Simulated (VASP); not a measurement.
Output of a VASP run:

OUTCAR:
```
 ion  position               nearest neighbor table
   1  0.000  0.000  0.000-   2 2.74   3 2.74   3 2.74   2 2.74   3 2.74   2 2.74
   2  0.333  0.667  0.250-   1 2.74   1 2.74   1 2.74
   3  0.667  0.333  0.750-   1 2.74   1 2.74   1 2.74
  LATTYP: Found a hexagonal cell.
 ALAT       =     3.8862000657
 C/A-ratio  =     1.6115485292
 Subroutine PRICEL returns:
 Original cell was already a primitive cell.
 Subroutine GETGRP returns: Found 12 space group operations
The static configuration has the point symmetry D_3d.
The dynamic configuration has the point symmetry D_3d.
 Subroutine INISYM returns: Found 12 space group operations
 Subroutine IBZKPT returns following result:
 Found     17 irreducible k-points:

 Following reciprocal coordinates:
            Coordinates               Weight
  0.000000  0.000000  0.000000      1.000000
  0.166667  0.000000  0.000000      6.000000
  0.333333  0.000000  0.000000      6.000000
  0.500000  0.000000  0.000000      3.000000
  0.166667  0.166667  0.000000      6.000000
  0.333333  0.166667  0.000000     12.000000
  0.333333  0.333333  0.000000      2.000000
  0.000000  0.000000  0.333333      2.000000
  0.166667  0.000000  0.333333      6.000000
  0.000000  0.166667  0.333333      6.000000
  0.333333  0.000000  0.333333      6.000000
  0.000000  0.333333  0.333333      6.000000
  0.500000  0.000000  0.333333      6.000000
  0.166667  0.166667  0.333333     12.000000
  0.333333  0.166667  0.333333     12.000000
 -0.166667  0.500000  0.333333     12.000000
  0.333333  0.333333  0.333333      4.000000
   k-points           NKPTS =     17   k-points in BZ     NKDIM =     17   number of bands    NBANDS=     17
   number of dos      NEDOS =    301   number of ions     NIONS =      3
   total plane-waves  NPLWV =  32928
   dimension x,y,z NGX =    28 NGY =   28 NGZ =   42
   dimension x,y,z NGXF=    56 NGYF=   56 NGZF=   84
   ions per type =               1   2
   PREC   = accura    normal or accurate (medium, high low for compatibility)
   ISTART =      0    job   : 0-new  1-cont  2-samecut
   ICHARG =      2    charge: 1-file 2-atom 10-const
   ISPIN  =      1    spin polarized calculation?
   LNONCOLLINEAR =      F non collinear calculations
   LSORBIT =      F    spin-orbit coupling
   INIWAV =      1    electr: 0-lowe 1-rand  2-diag
   ENCUT  =  400.0 eV  29.40 Ry    5.42 a.u.   6.34  6.34 10.21*2*pi/ulx,y,z
   NELM   =    100;   NELMIN=  2; NELMDL= -5     # of ELM steps
   EDIFF  = 0.1E-05   stopping-criterion for ELM
   LREAL  =      F    real-space projection
   NLSPLINE    = F    spline interpolate recip. space projectors
   LMAXMIX     =    4 max onsite mixed and CHGCAR
   VOSKOWN=      0    Vosko Wilk Nusair interpolation
   EDIFFG = 0.1E-04   stopping-criterion for IOM
   NSW    =      0    number of steps for IOM
   NBLOCK =      1;   KBLOCK =      1    inner block; outer block
   IBRION =     -1    ionic relax: 0-MD 1-quasi-New 2-CG
   NFREE  =      0    steps in history (QN), initial steepest desc. (CG)
   ISIF   =      2    stress and relaxation
   ISYM   =      2    0-nonsym 1-usesym 2-fastsym
   TEIN   =    0.0    initial temperature
   TEBEG  =    0.0;   TEEND  =   0.0 temperature during run
   SMASS  =  -3.00    Nose mass-parameter (am)
   PSTRESS=    0.0 pullay stress
   NELECT =      26.0000    total number of electrons
   EFERMI =   0.00;   METHOD = LEGACY
   ISMEAR =     0;   SIGMA  =   0.05  broadening in eV -4-tet -1-fermi 0-gaus
   IALGO  =     38    algorithm
   LDIAG  =      T    sub-space diagonalisation (order eigenvalues)
   IMIX   =      4    mixing-type and parameters
     AMIX     =   0.40;   BMIX     =  1.00
     AMIX_MAG =   1.60;   BMIX_MAG =  1.00
     AMIN     =   0.10
   GGA     = PE    functional components
   VOSKOWN =     0    Vosko Wilk Nusair interpolation
   LHFCALC =     F    Hartree Fock is set to
   LHFONE  =     F    Hartree Fock one center treatment
   AEXX    =    0.0000 exact exchange contribution
...
```

OSZICAR:
```
       N       E                     dE             d eps       ncg     rms          rms(c)
DAV:   1     0.174339186556E+03    0.17434E+03   -0.10963E+04   578   0.145E+03
DAV:   2     0.595606910887E+01   -0.16838E+03   -0.16537E+03   647   0.352E+02
DAV:   3    -0.114966130221E+02   -0.17453E+02   -0.16722E+02   705   0.111E+02
DAV:   4    -0.120944450956E+02   -0.59783E+00   -0.59747E+00   731   0.207E+01
DAV:   5    -0.121061039454E+02   -0.11659E-01   -0.11649E-01   824   0.298E+00    0.478E+00
DAV:   6    -0.118488337558E+02    0.25727E+00   -0.65659E-01   879   0.867E+00    0.310E+00
DAV:   7    -0.118339399178E+02    0.14894E-01   -0.15792E-01   697   0.275E+00    0.102E+00
DAV:   8    -0.118340495004E+02   -0.10958E-03   -0.13004E-02   716   0.116E+00    0.263E-01
DAV:   9    -0.118346059679E+02   -0.55647E-03   -0.14984E-03   657   0.323E-01    0.810E-02
DAV:  10    -0.118346205661E+02   -0.14598E-04   -0.13111E-04   839   0.853E-02    0.319E-02
DAV:  11    -0.118346557709E+02   -0.35205E-04   -0.53998E-05   596   0.468E-02    0.968E-03
DAV:  12    -0.118346561638E+02   -0.39291E-06   -0.27085E-06   684   0.146E-02
   1 F= -.11834656E+02 E0= -.11834656E+02  d E =-.585431E-15
```

### OUTCAR
```
------------------------ aborting loop because EDIFF is reached ----------------------------------------
  FORCE on cell =-STRESS in cart. coord.  units (eV):
  Direction    XX          YY          ZZ          XY          YZ          ZX
  --------------------------------------------------------------------------------------
  Total        0.3358407      0.3358407      1.0313648      0.0000000      0.0000000      0.0000000
  in kB        6.5689261      6.5689264     20.1731366      0.0000000      0.0000000      0.0000000
  external PRESSURE =      11.1036630 kB  Pullay stress =       0.0000000 kB
  volume of cell :       81.91
      direct lattice vectors                 reciprocal lattice vectors
     1.943100000 -3.365548000  0.000000000     0.257320776 -0.148564216  0.000000000
     1.943100000  3.365548000  0.000000000     0.257320776  0.148564216  0.000000000
     0.000000000  0.000000000  6.262800000     0.000000000  0.000000000  0.159672990
 POSITION                                       TOTAL-FORCE (eV/Angst)
 -----------------------------------------------------------------------------------
      0.00000      0.00000      0.00000         0.000000     -0.000000      0.000000
      1.94310      1.12185      1.56570         0.000000     -0.000000      0.159917
      1.94310     -1.12185      4.69710        -0.000000      0.000000     -0.159917
 -----------------------------------------------------------------------------------
    total drift:                                0.000000      0.000000      0.000000
  FREE ENERGIE OF THE ION-ELECTRON SYSTEM (eV)
  ---------------------------------------------------
  free  energy   TOTEN  =       -11.8346561638 eV

  energy  without entropy=      -11.8346561638  energy(sigma->0) =      -11.83465616
```
(Selected blocks of OUTCAR.)

POSCAR:
```
SnSe2
1
    1.9431000000    -3.3655480000     0.0000000000
    1.9431000000     3.3655480000     0.0000000000
    0.0000000000     0.0000000000     6.2628000000
Sn Se
1 2
Direct
  0.0000000000   0.0000000000   0.0000000000
  0.3333330000   0.6666670000   0.2500000000
  0.6666670000   0.3333330000   0.7500000000
```

Write an INCAR and KPOINTS that could have produced this output.

Several could match; the one computed here: the input of the run itself, PBE GGA, plane waves, VASP's PBE PAW potentials (set 64).

### KPOINTS
```
Automatic mesh
0
Gamma
6 6 3
0 0 0
```

### INCAR
```
LASPH = .TRUE.   ! aspherical one-centre terms
ALGO = Normal
SYSTEM = SnSe2
LMAXMIX = 4   ! l cut-off of mixed one-centre charges
LWAVE = .FALSE.
ISMEAR = 0
ISIF = 2   ! forces and stress, cell fixed
GGA = PE
NELM = 100   ! most electronic steps
PREC = Accurate
EDIFF = 1E-6
ENCUT = 400
SIGMA = 0.05
LCHARG = .FALSE.
LREAL = .FALSE.
```

POTCAR, in this order: Sn_d Se (PBE.64 set). Program: vasp_std.

The compound is SnSe2 in the 1T layered structure. The cell was not relaxed at this level.
